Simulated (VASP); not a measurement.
A convergence study with VASP on NiSi2 (fluorite): a few settings are varied, all else stays as given below, so the limit is that of these other settings. The cell's lengths are 1 % over those of the tabulated start and one atom is moved, so it is off equilibrium.

```xyz
3
Lattice="0.0000 2.7321 2.7321 2.7321 0.0000 2.7321 2.7321 2.7321 0.0000" Properties=species:S:1:pos:R:3 pbc="T T T"
Si     1.3660     1.3660     1.3660
Si     4.0981     4.0981     4.0981
Ni     0.0606     0.0000     0.0000
```

Method: LDA (Ceperley-Alder, Perdew-Zunger), VASP's LDA PAW potentials (set 64) (plane waves; VASP). The last row used: LREAL = Auto, 600 eV cut-off, 8×8×8 Γ-centred mesh, first-order Methfessel-Paxton smearing of 0.10 eV, potentials Si Ni.

```csv
setting,E (eV/atom),pressure (GPa),largest force (eV/Å),plane waves
"ENCUT = 300, LREAL = .FALSE., PREC = Normal",-6.6000,-8.49,0.484,531
"ENCUT = 400, LREAL = .FALSE., PREC = Normal",-6.6022,-8.43,0.489,754
"ENCUT = 500, LREAL = .FALSE., PREC = Normal",-6.6017,-8.28,0.489,1056
"ENCUT = 600, LREAL = .FALSE., PREC = Normal",-6.6018,-8.31,0.489,1380
"ENCUT = 300, LREAL = .FALSE., PREC = Accurate",-6.6002,-8.49,0.487,531
"ENCUT = 400, LREAL = .FALSE., PREC = Accurate",-6.6022,-8.43,0.489,754
"ENCUT = 500, LREAL = .FALSE., PREC = Accurate",-6.6017,-8.28,0.488,1056
"ENCUT = 600, LREAL = .FALSE., PREC = Accurate",-6.6018,-8.31,0.489,1380
"ENCUT = 300, LREAL = Auto, PREC = Normal",-6.6009,-8.61,0.482,531
"ENCUT = 400, LREAL = Auto, PREC = Normal",-6.6029,-8.43,0.484,754
"ENCUT = 500, LREAL = Auto, PREC = Normal",-6.6021,-8.27,0.488,1056
"ENCUT = 600, LREAL = Auto, PREC = Normal",-6.6027,-8.67,0.482,1380
"ENCUT = 300, LREAL = Auto, PREC = Accurate",-6.6004,-8.47,0.490,531
"ENCUT = 400, LREAL = Auto, PREC = Accurate",-6.6026,-8.43,0.486,754
"ENCUT = 500, LREAL = Auto, PREC = Accurate",-6.6020,-8.29,0.489,1056
"ENCUT = 600, LREAL = Auto, PREC = Accurate",-6.6021,-8.30,0.487,1380
```

Left out are rungs that failed or repeat a setting and relaxations that didn't move; long series are thinned to 24 rows.

The compound is NiSi2 in the fluorite structure. The cell was not relaxed at this level, it is distorted from the ideal structure. The run is not spin-polarised, so no magnetic state was tried.
